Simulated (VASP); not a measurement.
Input of a VASP 6.6.1 run:

Contents of INCAR:

```
SYSTEM = ErO
PREC = Accurate
ENCUT = 520
EDIFF = 1E-7
ISMEAR = 0
SIGMA = 0.05
LREAL = .FALSE.
LASPH = .TRUE.
NELM = 100
ALGO = Normal
ISIF = 2
LWAVE = .FALSE.
LCHARG = .TRUE.
ISPIN = 2
MAGMOM = 0 0
LORBIT = 11
LMAXMIX = 6
LDAU = .TRUE.
LDAUTYPE = 2
LDAUL = 3 -1
LDAUU = 2 0
LDAUJ = 0 0
LDAUPRINT = 1
GGA = PS
LELF = .TRUE.
LVHAR = .TRUE.
NBANDS = 25
```

Contents of KPOINTS:

```
regular mesh
0
G
  7 7 7
  0 0 0
```

File POSCAR:

```
ErO
1.0
    2.7442915000      0.0000000000      0.0000000000
    0.0000000000      2.7442915000      0.0000000000
    0.0000000000      0.0000000000      2.7442915000
Er O
1 1
Direct
    0.0000000000      0.0000000000      0.0000000000
    0.5000000000      0.5000000000      0.5000000000
```

Potentials or basis: VASP PAW PBE potentials, release 64 (Er, O).

Launch:

```console
$ cat potpaw_PBE.64/Er/POTCAR potpaw_PBE.64/O/POTCAR > POTCAR
$ mpirun -np 1 vasp_std > vasp.out
```

Predict the pressure.

38.4 GPa.

What does it give for the band gap on the k mesh?

None (metal or under the smearing width).

Eigenvalues of the final occupation matrices:
```tsv
site	spin	trace	eigenvalues
site 1 f	1	5.61	0.03 0.88 0.88 0.88 0.98 0.98 0.98
site 1 f	2	6.03	0.69 0.69 0.69 0.98 0.98 0.98 1.00
```

Caveat: the magnetic or orbital state may not be the lowest; a pressure of tens of GPa on the cell as given is suspect, and the run, the potentials or the cell itself is likely at fault; the PAW data sets were made with another functional, which shifts forces and pressure a little; spin-orbit coupling is left out, which moves the levels of the heavy elements.
